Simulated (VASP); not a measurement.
Energy against volume of SiC (zinc blende). Computed with optB88-vdW, VASP's PBE PAW potentials (set 64) (plane waves; VASP). Run with 520 eV cut-off, 10×10×10 Γ-centred mesh, Gaussian smearing of 0.050 eV, potentials Si C.

```json
[
 {"V (Å³/atom)": "10.195", "E (eV/atom)": "-6.34165"},
 {"V (Å³/atom)": "10.510", "E (eV/atom)": "-6.34827"},
 {"V (Å³/atom)": "10.825", "E (eV/atom)": "-6.34240"},
 {"V (Å³/atom)": "11.141", "E (eV/atom)": "-6.32577"}
]
```

Fit these four points and predict the energy of the run at 9.879 Å³/atom.

A cubic in V^(−2/3), the third-order Birch-Murnaghan form, passes through the four points with V0 = 10.51 Å³/atom and B0 = 211 GPa, and gives -6.3204 eV/atom there. The run gave -6.3206 eV/atom, -0.2 meV/atom from the fit; all five points give B0 = 211 GPa.

The compound is SiC in the zinc blende structure. It was relaxed first.
